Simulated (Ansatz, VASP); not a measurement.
## Cross-check of AsP (puckered PAs monolayer) between VASP and Ansatz

Wanted: the spread between two codes on one cell, functional and k mesh. The cell is taken from a series of runs on this material, whose earlier steps may have relaxed, scaled, displaced or heated it; both programs get it as it stands.

Program: Ansatz 0.2.0. Level of theory: plane waves, with VASP 6.6.1 beside it; PBE with D3(BJ). Results are calculated unless marked as measured.

### 1. Set-up

The cell holds 4 atoms: 2 P and 2 As. Its edges and angles: a = 4.387 Å, b = 3.521 Å, c = 20.469 Å, α = 90.0°, β = 90.0°, γ = 90.0°. Vacuum lies along c.

### 2. Ansatz: single point, PBE with D3(BJ)

Ansatz runs on its default PAW (the set named soft_2) files.

With cell and atoms fixed, the geometry can't cause a difference; cores, projectors, grids and the points listed under the comparison can.

File input.yaml:

```yaml
crystal:
  lattice:
    - [4.3869748521, 0.0, 0.0]
    - [0.0, 3.5205583071, 0.0]
    - [0.0, 0.0, 20.4686418099]
  atoms:
    - { symbol: P, position: [0.0691861473, 0.0, 0.4488232894] }
    - { symbol: As, position: [0.4308138527, 0.5, 0.4396969806] }
    - { symbol: As, position: [0.9308138527, 0.0, 0.5603030194] }
    - { symbol: P, position: [0.5691861473, 0.5, 0.5511767106] }
kpoints:
  mp_grid: { grid: [10, 12, 1] }
  band_path:
    path:
      - [0, 0, 0]
      - [0.5, 0, 0]
      - [0.5, 0.5, 0]
      - [0, 0, 0]
      - [0, 0.5, 0]
      - [0.5, 0.5, 0]
    npoints: 16
hamiltonian:
  xc: pbe
  dispersion: d3bj
scf:
  occupations: { method: fermi_dirac, width: 0.02585 }
  convergence: { dr2_threshold: 1.0e-10 }
efield:
  axis: 3
  dipole_correction: true
  ramp_position: 0.97
  ramp_width: 0.06
  amplitude: 0
output:
  dos: { projected: true, e_range: [-6, 5] }
  write_potential: true
  write_density: true
  volumetric_format: npy
  elf: true
```

Run with:

```
ansatz run input.yaml --threads 2 --pin off --max-ram 3072MiB --backend cpu --events-out ev --progress --plain --runs-dir out
```

Numbers of over 12 decimals in the logs are rounded to 6 here.

The log of the run:

```text
Engine: ansatz 0.2.0, aarch64-unknown-linux-gnu
Pseudopotentials: kind: paw
Pseudopotential: P, paw, valence charge 5, recommended cutoff 420 eV (normal), P.paw.azcp
Pseudopotential: As, paw, valence charge 15, recommended cutoff 420 eV (normal), As.paw.azcp
Functional definition: PBE
  parameter kappa = 0.804
  parameter beta = 0.066725
  exchange = pbe_x(kappa = kappa, mu = beta*pi^2/3)
  correlation = pbe_c(beta = beta)
Crystal: 4 atoms, lattice volume = 316.130 Å³
Basis set: ecut = 420 eV, 6173 PW (Γ)
Bands: 24, of which v1, the nominal top of the filled ones, is band 20 counted from 1 (19 counted from 0)
Symmetry: 2 space group operations
k-points: 42 of 120 (time reversal used)
Non-local potential: P, projectors of the file, l = 0: 2, l = 1: 2, l = 2: 2
Non-local potential: As, projectors of the file, l = 0: 2, l = 1: 2, l = 2: 3, l = 3: 1
PAW form: soft (Blöchl's): semilocal exchange-correlation on the pseudo side does not see the compensation charge
PAW one-centre angular grid: P, 110 points (default); XC on 64 Gauss nodes
PAW one-centre angular grid: As, 590 points (default); XC on 64 Gauss nodes
Initial density: superposition of atomic densities (neutral atoms: chi_scale 0, normalization atom), corrected by the library's trained network
Initial wavefunctions: pseudopotential atomic-orbital guess
Functional: x = pbe(κ = 0.804, μ = 0.219515), c = pbe(β = 0.066725)
SCF iter   1: F=—  HF=-11224.335229 eV  |F-HF|=—  |Δ(HF+E_count)|=         —  Δρ=1.43e-3  dr2=7.45e-3  ethr=1.77e-3  p=-0.000 e·Å  D=-1.49e-14 V/Å  ΔV_dip=0.00 eV  dr2_dipole=2.50e-8  V_vac-E_F(+/−)=4.20/4.20 eV  ⟨swp⟩=8.8  Hψ=5604  notcnv=0
efield: sawtooth ramp at fractional position 0.9700 (set: `efield.ramp_position`, or a place that a band, a saddle search or an elastic batch's reference lends), width 0.0600; the density the first Hamiltonian is built on has a dipole p = -0.000 e·Å; the dipole correction subtracts the counter field D = -1.49e-14 V/Å, which shifts the + side's vacuum level by +0.00 eV against the − side's; the planar-averaged density in the ramp window peaks in size at 3.5e-6 e/Å³
preconditioner: auto → Resta (q_TF=auto, 1.933 Å⁻¹)  ε∞=2.2  [insulator: Δε(μ)=0.682 eV  Ē_g=8.511 eV  σ=0.026 eV  W_gap=1.00  n_scr=40 (ndim 8)  ℏωp=9.3 eV  f_vac=0.691  D(μ)=0.00/eV (n_scr^D=0)  ε∞_Penn≈2.2  vacuum switching on, ρ_ref=5.3e-3 e/Å³]
SCF iter   2: F=—  HF=-11224.335172 eV  |F-HF|=—  |Δ(HF+E_count)|=   5.72e-5  Δρ=6.00e-4  dr2=8.54e-4  ethr=1.86e-5  p=0.000 e·Å  D=3.98e-5 V/Å  ΔV_dip=-0.00 eV  dr2_dipole=1.26e-7  V_vac-E_F(+/−)=4.21/4.21 eV  ⟨swp⟩=3.6  Hψ=2797  notcnv=0
SCF iter   3: F=—  HF=-11224.335428 eV  |F-HF|=—  |Δ(HF+E_count)|=   2.56e-4  Δρ=2.60e-4  dr2=1.44e-4  ethr=2.14e-6  p=-0.000 e·Å  D=-6.75e-5 V/Å  ΔV_dip=0.00 eV  dr2_dipole=4.37e-7  V_vac-E_F(+/−)=4.20/4.20 eV  ⟨swp⟩=3.0  Hψ=1874  notcnv=0
SCF iter   4: F=—  HF=-11224.335559 eV  |F-HF|=—  |Δ(HF+E_count)|=   1.31e-4  Δρ=5.46e-5  dr2=2.55e-5  ethr=3.60e-7  p=0.000 e·Å  D=2.34e-4 V/Å  ΔV_dip=-0.00 eV  dr2_dipole=5.10e-6  V_vac-E_F(+/−)=4.19/4.19 eV  ⟨swp⟩=2.0  Hψ=1331  notcnv=0
SCF iter   5: F=—  HF=-11224.335570 eV  |F-HF|=—  |Δ(HF+E_count)|=   1.12e-5  Δρ=4.17e-5  dr2=5.37e-5  ethr=6.37e-8  p=-0.001 e·Å  D=-3.88e-4 V/Å  ΔV_dip=0.01 eV  dr2_dipole=1.37e-5  V_vac-E_F(+/−)=4.19/4.18 eV  ⟨swp⟩=2.0  Hψ=1238  notcnv=0
SCF iter   6: F=—  HF=-11224.335563 eV  |F-HF|=—  |Δ(HF+E_count)|=   6.96e-6  Δρ=1.41e-5  dr2=3.57e-6  ethr=6.37e-8  p=-0.000 e·Å  D=-1.01e-4 V/Å  ΔV_dip=0.00 eV  dr2_dipole=8.45e-7  V_vac-E_F(+/−)=4.19/4.19 eV  ⟨swp⟩=2.0  Hψ=1142  notcnv=0
SCF iter   7: F=—  HF=-11224.335586 eV  |F-HF|=—  |Δ(HF+E_count)|=   2.29e-5  Δρ=4.18e-6  dr2=2.01e-7  ethr=8.91e-9  p=-0.000 e·Å  D=-2.24e-5 V/Å  ΔV_dip=0.00 eV  dr2_dipole=3.87e-8  V_vac-E_F(+/−)=4.19/4.19 eV  ⟨swp⟩=2.0  Hψ=1142  notcnv=0
SCF iter   8: F=—  HF=-11224.335586 eV  |F-HF|=—  |Δ(HF+E_count)|=   1.73e-8  Δρ=9.58e-7  dr2=8.04e-9  ethr=5.01e-10  p=-0.000 e·Å  D=-4.34e-6 V/Å  ΔV_dip=0.00 eV  dr2_dipole=1.17e-9  V_vac-E_F(+/−)=4.19/4.19 eV  ⟨swp⟩=2.0  Hψ=1351  notcnv=0
SCF iter   9: F=—  HF=-11224.335586 eV  |F-HF|=—  |Δ(HF+E_count)|=   1.91e-9  Δρ=3.16e-7  dr2=6.08e-10  ethr=2.01e-11  p=0.000 e·Å  D=1.79e-7 V/Å  ΔV_dip=-0.00 eV  dr2_dipole=1.36e-12  V_vac-E_F(+/−)=4.19/4.19 eV  ⟨swp⟩=2.8  Hψ=1790  notcnv=0
SCF iter  10: F=-11224.335586 eV  HF=-11224.335586 eV  |F-HF|=2.73e-11  |Δ(HF+E_count)|=  4.91e-11  Δρ=8.09e-8  dr2=2.14e-11  ethr=1.00e-12  p=0.000 e·Å  D=1.69e-7 V/Å  ΔV_dip=-0.00 eV  dr2_dipole=1.49e-12  V_vac-E_F(+/−)=4.19/4.19 eV  ⟨swp⟩=4.3  Hψ=3015  notcnv=0
SCF 1 converged in 10 iterations: F = -11224.335586 eV  dr2 = 2.14e-11
  greatest PAW one-centre occupation: 0.999 electrons in one spin orbital (limit 2), on the As atom at site 1 (counted from 0), in its partial waves of l = 2
NSCF: frozen V_eff on 81 k-points
efield: sawtooth ramp at fractional position 0.9700 (kept from the solve that this one continues, or follows in the run), width 0.0600; the density the first Hamiltonian is built on has a dipole p = 0.000 e·Å; the dipole correction subtracts the counter field D = 1.69e-7 V/Å, which shifts the + side's vacuum level by -0.00 eV against the − side's; the planar-averaged density in the ramp window peaks in size at 8.2e-8 e/Å³
WARN: The output density's exchange-correlation potential varies sharply where the density is thin. Do not read a vacuum level from v_tot or v_xc, or from such a field of the output density. On a cell that repeats whose density bears no net charge and no dipole along the vacuum's axis use v_es (v_loc + v_h of the components); under efield.dipole_correction with no amplitude use v_es + v_field, which holds any externa [...]
SCF converged after 10 iterations
Free energy (F): -11224.335586 eV
Harris-Foulkes:  -11224.335586 eV  (|F-HF|=2.73e-11)
Internal energy: -11224.335586 eV  (E = F + TS)
E sigma→0 (E₀):  -11224.335586 eV
Entropy (-TS):   -0.000000 eV (-0.000 meV/atom)
Fermi energy:    -0.756994 eV
Dipole field:    D = -0.000001 V/Å  (p = -0.000002 e·Å, saw-weighted, corrected)
Work function:   Φ+ = 4.1869 eV   Φ− = 4.1869 eV
Levels:          The Fermi level and band energies are counted from a zero that moves with the ramp; work functions are not
--- Per-component energies (eV) ---
  E_band       = -881.639463
  E_kinetic    = 343.344510
  E_local      = -23593.446991  (includes V_loc(G=0)·N_el)
  E_nonlocal   = -1272.810817
  E_hartree    = 11734.572851
  E_xc         = -279.947937
  E_vxc        = -277.885265  (∫ρ·V_xc dr)
  E_paw        = -4808.408241  (= ΣΔE_a)
  E_vpaw       = 450.013340  (= ΣTr[D̂ρ^β])
  E_aug_tail   = 0.000023  (compensation charges beyond the density's cutoff)
  E_efield     = 0.000000  (sawtooth field / dipole correction)
  E_vefield    = 0.000000  (∫n·V_field dr)
  E_ewald      = 6653.384424
  E_disp       = -1.023409  (pairwise vdW)
  E_smearing   = -0.000000  (= −TS)
  E_closure    = -0.000000  (closes the sum)
  Σ components = -11224.335586   (vs F -11224.335586, Δ=0.00e0)
--- Band table (eV; the first three rows and the last of 42) ---
  k-point 0: bands = [... 16 lower, -4.4194, -2.9839, -2.6698, -1.2913, -0.4222, 0.5939, 1.4716, 2.2844]
  k-point 1: bands = [... 16 lower, -4.6967, -3.0051, -2.8825, -1.3362, -0.3635, 1.1411, 1.7456, 2.0214]
  k-point 2: bands = [... 16 lower, -5.1369, -3.3830, -2.7992, -1.5033, -0.1799, 0.9751, 2.3365, 2.3798]
  k-point 41: bands = [... 16 lower, -5.6112, -5.6112, -2.7327, -2.7327, 1.3765, 1.3765, 3.5546, 3.5546]
```

### 3. VASP: single point, PBE with D3(BJ)

The same cell, functional, mesh and smearing now go to VASP, with its own data sets.

Lines of VASP's logs that name or quote its potential files are left out, and so is its time.

File INCAR:

```
SYSTEM = AsP
PREC = Accurate
ENCUT = 400
EDIFF = 1E-06
NELM = 120
ISMEAR = -1
SIGMA = 0.02585
LREAL = .FALSE.
ALGO = Normal
GGA = PE
IVDW = 12
NBANDS = 16
LORBIT = 11
LWAVE = .FALSE.
LCHARG = .FALSE.
ISIF = 2
LDIPOL = .TRUE.
IDIPOL = 3
DIPOL = 0.5 0.5 0.5
LVHAR = .TRUE.
LASPH = .TRUE.
GGA_COMPAT = .FALSE.
EFERMI = MIDGAP
NELMDL = -8
```

File POSCAR:

```
AsP
1.0
    4.3869748521      0.0000000000      0.0000000000
    0.0000000000      3.5205583071      0.0000000000
    0.0000000000      0.0000000000     20.4686418099
P As
2 2
Direct
    0.0691861473      0.0000000000      0.4488232894
    0.5691861473      0.5000000000      0.5511767106
    0.4308138527      0.5000000000      0.4396969806
    0.9308138527      0.0000000000      0.5603030194
```

File KPOINTS:

```
Automatic mesh
0
Gamma
10 12 1
0 0 0
```

Potentials, in the order of the species: P and As (PBE family, release 64).

Run with:

```
mpirun -np 1 vasp_std
```

The log of the run:

```text
[banner, memory and clock lines left out]
running    1 mpi-ranks, on    1 nodes
 distrk:  each k-point on    1 cores,    1 groups
 distr:  one band on    1 cores,    1 groups

 POSCAR found type information on POSCAR P As
 POSCAR found :  2 types and       4 ions
 LDA part: xc-table for (Slater+PW92), standard interpolation
 POSCAR, INCAR and KPOINTS ok, starting setup
 FFT: planning ... GRIDC
 FFT: planning ... GRID_SOFT
 FFT: planning ... GRID
 WAVECAR not read
 entering main loop
       N       E                     dE             d eps       ncg     rms          rms(c)
DAV:   1     0.119335608925E+03    0.11934E+03   -0.54964E+03  1344   0.710E+02
DAV:   2    -0.621472015382E+01   -0.12555E+03   -0.11971E+03  1960   0.144E+02
DAV:   3    -0.196789297589E+02   -0.13464E+02   -0.13411E+02  1832   0.566E+01
DAV:   4    -0.199610120692E+02   -0.28208E+00   -0.28156E+00  1952   0.101E+01
DAV:   5    -0.199672220925E+02   -0.62100E-02   -0.62089E-02  1928   0.135E+00
DAV:   6    -0.199674115324E+02   -0.18944E-03   -0.18944E-03  2040   0.217E-01
DAV:   7    -0.199674153396E+02   -0.38072E-05   -0.38073E-05  1976   0.254E-02
DAV:   8    -0.199674154671E+02   -0.12750E-06   -0.12749E-06  1752   0.395E-03    0.701E+00
DAV:   9    -0.198150903361E+02    0.15233E+00   -0.24671E-01  1632   0.232E+00    0.416E+00
DAV:  10    -0.197662513790E+02    0.48839E-01   -0.11758E-01  1864   0.177E+00    0.565E-01
DAV:  11    -0.197624301544E+02    0.38212E-02   -0.73844E-03  1896   0.474E-01    0.214E-01
DAV:  12    -0.197608671777E+02    0.15630E-02   -0.22818E-03  1888   0.254E-01    0.654E-02
DAV:  13    -0.197607186004E+02    0.14858E-03   -0.16077E-04  2008   0.632E-02    0.371E-02
DAV:  14    -0.197603724981E+02    0.34610E-03   -0.81938E-04  1824   0.110E-01    0.218E-02
[...]
DAV:  18    -0.197614774546E+02   -0.95153E-04   -0.38669E-06  1528   0.773E-03    0.152E-03
DAV:  19    -0.197614839917E+02   -0.65371E-05   -0.22739E-06  1504   0.453E-03    0.116E-03
DAV:  20    -0.197614994835E+02   -0.15492E-04   -0.75088E-07  1288   0.288E-03    0.486E-04
DAV:  21    -0.197615075977E+02   -0.81141E-05   -0.45897E-07  1384   0.191E-03    0.416E-04
DAV:  22    -0.197615170484E+02   -0.94508E-05   -0.59640E-07  1352   0.213E-03    0.408E-04
DAV:  23    -0.197615185495E+02   -0.15011E-05   -0.37918E-08  1320   0.763E-04    0.130E-04
DAV:  24    -0.197615201454E+02   -0.15959E-05   -0.40740E-08  1224   0.593E-04    0.113E-04
DAV:  25    -0.197615203500E+02   -0.20455E-06   -0.48880E-09  1192   0.253E-04
   1 F= -.20784848E+02 E0= -.20784848E+02  d E =-.335234E-07
```

OUTCAR, selected parts (step 3):

```text
ion  position               nearest neighbor table
   1  0.069  0.000  0.449-   4 2.36   3 2.38   3 2.38
   2  0.569  0.500  0.551-   3 2.36   4 2.38   4 2.38
   3  0.431  0.500  0.440-   2 2.36   1 2.38   1 2.38
   4  0.931  0.000  0.560-   1 2.36   2 2.38   2 2.38

  LATTYP: Found a simple orthorhombic cell.
 ALAT       =     3.5205583071
 B/A-ratio  =     1.2461020297
 C/A-ratio  =     5.8140328960

 Subroutine GETGRP returns: Found  4 space group operations
 (whereof  2 operations were pure point group operations)

The static configuration has the point symmetry C_1h.
 The point group associated with its full space group is C_2v.

 Found     42 irreducible k-points:

   k-points           NKPTS =     42   k-points in BZ     NKDIM =     42   number of bands    NBANDS=     16

   dimension x,y,z NGX =    30 NGY =   24 NGZ =  140
   dimension x,y,z NGXF=    60 NGYF=   48 NGZF=  280

   ENCUT  =  400.0 eV  29.40 Ry    5.42 a.u.   7.15  5.74 33.38*2*pi/ulx,y,z

   NELECT =      20.0000    total number of electrons

 k-points in reciprocal lattice and weights: Automatic mesh
   0.00000000  0.00000000  0.00000000       0.008
   0.10000000  0.00000000  0.00000000       0.017
   0.20000000  0.00000000  0.00000000       0.017
   0.30000000  0.00000000  0.00000000       0.017
   0.40000000  0.00000000  0.00000000       0.017
   0.50000000  0.00000000  0.00000000       0.008
   0.00000000  0.08333333  0.00000000       0.017
   0.10000000  0.08333333  0.00000000       0.033
   0.20000000  0.08333333  0.00000000       0.033
[...]
0.40000000  0.50000000  0.00000000       0.017
   0.50000000  0.50000000  0.00000000       0.008

 dipolmoment           0.000000      0.000000     -0.000000 electrons x Angstroem

 average (electrostatic) potential at core
       1 -90.8550       2 -90.8550       3 -56.9479       4 -56.9479

 E-fermi :  -1.6040

 k-point     1 :       0.0000    0.0000    0.0000
  band No.  band energies     occupation
    ...
      6      -6.2669      2.00000
      7      -5.2702      2.00000
      8      -3.8342      2.00000
      9      -3.5180      2.00000
     10      -2.1325      2.00000
     11      -1.2673      0.00000
     12      -0.2585      0.00000
     13       0.6231      0.00000
     14       1.4403      0.00000
     15       2.0409      0.00000
    ...

 k-point     2 :       0.1000    0.0000    0.0000
  band No.  band energies     occupation
    ...
      6      -6.0125      2.00000
      7      -5.2178      2.00000
      8      -3.5246      2.00000
      9      -3.5219      2.00000
     10      -2.4551      2.00000
     11      -1.0275      0.00000
     12      -0.1750      0.00000
     13       0.4689      0.00000
     14       1.2823      0.00000
     15       2.1154      0.00000
    ...

 k-point     3 :       0.2000    0.0000    0.0000
  band No.  band energies     occupation
    ...
      6      -5.3696      2.00000
      7      -5.0644      2.00000
      8      -3.5614      2.00000
      9      -3.0612      2.00000
     10      -2.7973      2.00000
     11      -0.6509      0.00000
     12       0.0236      0.00000
     13       0.0850      0.00000
     14       0.9509      0.00000
     15       2.3264      0.00000
    ...

 Edisp (eV)   -1.02333

  Total       0.07982     0.05298     0.08413     0.00000     0.00000     0.00000
  in kB       0.40456     0.26852     0.42636     0.00000     0.00000     0.00000
  external pressure =        0.37 kB  Pullay stress =        0.00 kB

  energy-cutoff  :      400.00
  volume of cell :      316.13
      direct lattice vectors                 reciprocal lattice vectors
     4.386974852  0.000000000  0.000000000     0.227947511  0.000000000  0.000000000
     0.000000000  3.520558307  0.000000000     0.000000000  0.284045857  0.000000000
     0.000000000  0.000000000 20.468641810     0.000000000  0.000000000  0.048855220

 POSITION                                       TOTAL-FORCE (eV/Angst)
 -----------------------------------------------------------------------------------
      0.30352      0.00000      9.18680        -0.018119      0.000000     -0.024862
      2.49701      1.76028     11.28184        -0.018119      0.000000      0.024862
      1.88997      1.76028      9.00000         0.018119      0.000000     -0.019139
      4.08346      0.00000     11.46864         0.018119      0.000000      0.019139
 -----------------------------------------------------------------------------------
    total drift:                                0.000799      0.000000     -0.000000

  FREE ENERGIE OF THE ION-ELECTRON SYSTEM (eV)
  ---------------------------------------------------
  free  energy   TOTEN  =       -20.7848479874 eV

  energy  without entropy=      -20.7848479539  energy(sigma->0) =      -20.78484797

 vacuum level on the upper side and lower side of the slab         2.583         2.583

 total charge
# of ion       s       p       d       tot
------------------------------------------
    1        1.093   1.358   0.000   2.450
    2        1.093   1.358   0.000   2.450
    3        1.288   1.385   0.060   2.733
    4        1.288   1.385   0.060   2.733
--------------------------------------------------
tot          4.761   5.486   0.120  10.368

[... 3 further parts left out ...]
```

### 4. Side by side

Known differences besides the potentials themselves: the data sets hold 40 valence electrons in Ansatz (on its default PAW (the set named soft_2) files) and 20 in VASP; the cutoff is 420 eV in Ansatz and 400 eV in VASP. Total energies have different zeros and are not compared.

Both answers:

```
              quantity  Ansatz   VASP  difference
gap on the k mesh (eV)   0.684  0.688      -0.004
```

A gap on the mesh is an upper bound, since the band edges may lie between its points. Where the cell holds vacuum, a pressure given here is an average over it and none of the material.

### 5. Outcome

| Property | Result |
| --- | --- |
| difference in gap on the k mesh (single point, PBE with D3(BJ)) | -0.0038 eV |

The difference in gap on the k mesh is -0.0038 eV (single point, PBE with D3(BJ)), within the 0.08 eV picked in this series as the mark of a large difference. The data sets hold unlike numbers of valence electrons (40 in Ansatz and 20 in VASP), so part of the differences may come from the potentials. Such differences can come from data sets, numerical settings and the points named under the comparisons, not from the functional's error against experiment.

[Lines on the potential files, build, host, timing and source positions are cut from VASP's logs without a mark.]

[Logs are printed without paths, hosts, clocks, repeated set-up lines and the standing remarks that a program may print on its own settings, such as how far it seeks lower states.]

[Hosts, paths, dates, database ids (printed as entryN), source tags and the programs' standing remarks are cut or masked in the printed files.]
